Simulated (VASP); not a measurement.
**BaMgPF: relaxation of cell and atoms with r2SCAN**

The system is BaMgPF.

```xyz
8
Lattice="4.3262 0.0000 0.0000 0.0000 4.3262 0.0000 0.0000 0.0000 9.5530" Properties=species:S:1:pos:R:3 pbc="T T T"
Ba    2.1631    4.3262    1.5368
Ba    0.0000    2.1631    8.0163
P     2.1631    4.3262    6.2146
P     0.0000    2.1631    3.3385
Mg    2.1631    2.1631    4.7765
Mg    0.0000    0.0000    4.7765
F     2.1631    2.1631    0.0000
F     0.0000    4.3262    0.0000
```

The cell comes from a database or a generator and needn't be the stable form of this composition.

```yaml
Program: VASP 6.6.1
Task: relaxation of cell and atoms
Functional: r2SCAN
Potentials_or_basis: VASP PAW PBE potentials, release 64 (Ba_sv, P, Mg, F)
Cutoff: 600 eV
k_mesh: 6 × 6 × 4
Occupations: gaussian, width 0.03 eV
Spin: no spin polarisation
Further_INCAR_settings: ALGO = Normal; EDIFF = 1e-07; IBRION = 2; EDIFFG = -0.005; NSW = 90; ISIF = 3
```

- Relaxed volume: 22.36 Å³/atom
- Relaxed cell: a = 4.325 Å, b = 4.325 Å, c = 9.563 Å, α = 90.00°, β = 90.00°, γ = 90.00°
- Space group after relaxing (to 0.05 Å): P4/nmm (No. 129)
- Energy gained by relaxing: 0.0 meV/atom
- Ionic steps: 3
- Pressure after relaxing: 0.0 GPa
- Largest force after relaxing: 0.005 eV/Å
- Band gap on the k mesh: 2.13 eV, direct

Forces on the atoms (eV/Å):
```
Ba   0.000  0.000 -0.004
Ba   0.000  0.000  0.004
P    0.000  0.000 -0.005
P    0.000  0.000  0.005
Mg   0.000  0.000  0.000
Mg   0.000  0.000  0.000
F    0.000  0.000  0.000
F    0.000  0.000  0.000
```

Final structure:
```
Ba P Mg F
1.0
     4.32481    0.00000    0.00000
     0.00000    4.32481    0.00000
     0.00000    0.00000    9.56308
Ba P Mg F
2 2 2 2
Direct
  0.50000 0.00000 0.16098
  0.00000 0.50000 0.83902
  0.50000 0.00000 0.65058
  0.00000 0.50000 0.34942
  0.50000 0.50000 0.50000
  0.00000 0.00000 0.50000
  0.50000 0.50000 0.00000
  0.00000 0.00000 0.00000
```

Levels at points of the mesh, in eV from the valence-band top:
| k point | band 22 | band 23 | band 24 | band 25 | band 26 | band 27 |
| --- | --- | --- | --- | --- | --- | --- |
| (0.00, 0.00, 0.00) | -0.42 | 0.00 | 0.00 | 2.13 | 2.65 | 3.39 |
| (0.50, 0.00, 0.00) | -0.52 | -0.51 | -0.51 | 3.55 | 3.55 | 3.85 |
| (0.50, 0.50, 0.00) | -1.47 | -1.40 | -1.40 | 2.83 | 2.83 | 4.57 |
| (0.00, 0.00, 0.50) | -0.68 | 0.00 | 0.00 | 2.40 | 3.01 | 3.15 |
| (0.50, 0.00, 0.50) | -0.51 | -0.49 | -0.49 | 3.73 | 3.73 | 3.95 |
| (0.50, 0.50, 0.50) | -1.49 | -1.38 | -1.38 | 3.05 | 3.05 | 4.69 |

Wall time 6.2 min on 2 MPI ranks on Intel(R) Xeon(R) 6975P-C (Granite Rapids), on a shared host, peak memory 0.49 GiB a rank.

Caveat: the PAW data sets were made with another functional, which shifts forces and pressure a little; spin-orbit coupling is left out, which moves the levels of the heavy elements. r2SCAN opens gaps a little over a GGA but as a rule still falls short of measured ones.
